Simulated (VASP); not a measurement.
A VASP calculation is set up with these files.

### INCAR
```
LCHARG=.FALSE.
ISIF=4
EDIFF=1E-7   # SCF stop (eV)
ENCUT=520
LWAVE=.FALSE.
SYSTEM=Bi
GGA=PE
IBRION=2
LMAXMIX=4   # l cut-off of mixed one-centre charges
LREAL=.FALSE.   # projection in real space or not
NSW=30   # most ionic steps
EDIFFG=-0.01
SIGMA=0.1
PREC=Accurate
LASPH=.TRUE.
IVDW=11
ALGO=Normal   # blocked Davidson
NELM=100   # most electronic steps
ISMEAR=1
```

### POSCAR
```
Bi
1
    4.1721169948    -2.3054425758    -0.0164285819
    4.1721169948     2.3054425758    -0.0164285819
    2.9130889635     0.0000000000     3.7730370114
Bi
2
Direct
  0.2358940718   0.2358940718   0.2358940718
  0.7641059282   0.7641059282   0.7641059282
```

### KPOINTS
```
kpoints
0
G
 10 10 10
0 0 0
```

POTCAR, in this order: Bi_d (PBE.64 set). Program: vasp_std.

### Question
Write an equivalent input for Quantum ESPRESSO's pw.x.

### Answer
One equivalent input (not run):
```
&CONTROL
  calculation = 'vc-relax'
  pseudo_dir = './pseudo'
  outdir = './out'
  tprnfor = .true.
  tstress = .true.
  nstep = 30
  forc_conv_thr = 0.00039
/
&SYSTEM
  ibrav = 0
  nat = 2
  ntyp = 1
  ecutwfc = 66
  occupations = 'smearing'
  smearing = 'methfessel-paxton'
  degauss = 0.00735
  input_dft = 'pbe'
  vdw_corr = 'grimme-d3'
  dftd3_version = 3
  dftd3_threebody = .false.
/
&ELECTRONS
  conv_thr = 7.3e-09
  electron_maxstep = 100
/
&IONS
/
&CELL
  cell_dofree = 'shape'
/
ATOMIC_SPECIES
  Bi 208.980 Bi.upf
CELL_PARAMETERS angstrom
     4.1721170   -2.3054426   -0.0164286
     4.1721170    2.3054426   -0.0164286
     2.9130890    0.0000000    3.7730370
ATOMIC_POSITIONS crystal
  Bi   0.2358941  0.2358941  0.2358941
  Bi   0.7641059  0.7641059  0.7641059
K_POINTS automatic
  10 10 10 0 0 0
```
Limits of the translation: the potentials are each code's own (VASP's PAW set, PseudoDojo norm-conserving files in pw.x), so ENCUT and ecutwfc are chosen apart and not converted; conv_thr bounds pw.x's estimated SCF error, while EDIFF bounds the energy change between steps; forc_conv_thr acts on force components and is met together with etot_conv_thr.

The compound is Bi in the a7 structure. This cell is one point of a volume scan, at 1.03 of the reference volume. Symmetry was kept, so distortions that lower it aren't found.
